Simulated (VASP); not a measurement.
Calculation: LDA (Ceperley-Alder, Perdew-Zunger), VASP's LDA PAW potentials (set 64) (plane waves; VASP). Each cell was relaxed at this level, without spin-orbit coupling.

**Question.** Which of these comes out without a gap?
A) IrO2, P4_2/mnm (136)
B) ZnGeP2, I-42d (122)
C) TlCl, Pm-3m (221)
D) WSe2, P6_3/mmc (194)

**Answer.** A, IrO2, P4_2/mnm (136). The others have gaps of 1.55 eV (TlCl, Pm-3m (221)), 0.84 eV (WSe2, P6_3/mmc (194)), 1.01 eV (ZnGeP2, I-42d (122)).
